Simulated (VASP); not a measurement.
OSZICAR of a VASP run on KBr (rock salt):

OSZICAR:
```
       N       E                     dE             d eps       ncg     rms          rms(c)
DAV:   1     0.984739778825E+02    0.98474E+02   -0.69561E+03   488   0.116E+03
DAV:   2     0.176907569383E+00   -0.98297E+02   -0.90701E+02   576   0.258E+02
DAV:   3    -0.608381534117E+01   -0.62607E+01   -0.62292E+01   628   0.619E+01
DAV:   4    -0.635801264088E+01   -0.27420E+00   -0.27393E+00   868   0.110E+01
DAV:   5    -0.635892250959E+01   -0.90987E-03   -0.90985E-03   628   0.700E-01    0.335E+00
DAV:   6    -0.619511968752E+01    0.16380E+00   -0.27151E-01   568   0.279E+00    0.244E+00
DAV:   7    -0.618487428338E+01    0.10245E-01   -0.13559E-01   604   0.220E+00    0.109E+00
DAV:   8    -0.619356318041E+01   -0.86889E-02   -0.15604E-02   612   0.106E+00    0.129E-01
DAV:   9    -0.619409186770E+01   -0.52869E-03   -0.55338E-04   632   0.167E-01    0.810E-02
DAV:  10    -0.619455514849E+01   -0.46328E-03   -0.54555E-04   536   0.168E-01    0.182E-02
DAV:  11    -0.619456038829E+01   -0.52398E-05   -0.16715E-05   672   0.286E-02    0.510E-03
DAV:  12    -0.619456224778E+01   -0.18595E-05   -0.36048E-06   560   0.160E-02    0.531E-03
DAV:  13    -0.619456239306E+01   -0.14528E-06   -0.26264E-07   624   0.313E-03    0.125E-03
DAV:  14    -0.619456250376E+01   -0.11070E-06   -0.14152E-07   548   0.255E-03    0.587E-04
DAV:  15    -0.619456249942E+01    0.43340E-08   -0.45889E-09   396   0.483E-04
   1 F= -.66260952E+01 E0= -.66260952E+01  d E =-.974749E-13
```

Problem. Which electronic solver shows in the log?

Solution. It is blocked Davidson (ALGO = Normal, or the opening steps of other solvers). The INCAR had ALGO = Normal.

Problem. Can the final energy be trusted as converged?

Solution. Self-consistency was reached. It stopped with EDIFF = 1E-7, NELM = 100 (PBE GGA with D3 dispersion (Becke-Johnson damping), plane waves, VASP's PBE PAW potentials (set 64)).

The compound is KBr in the rock salt structure. This cell is one point of a volume scan, at 0.97 of the reference volume.
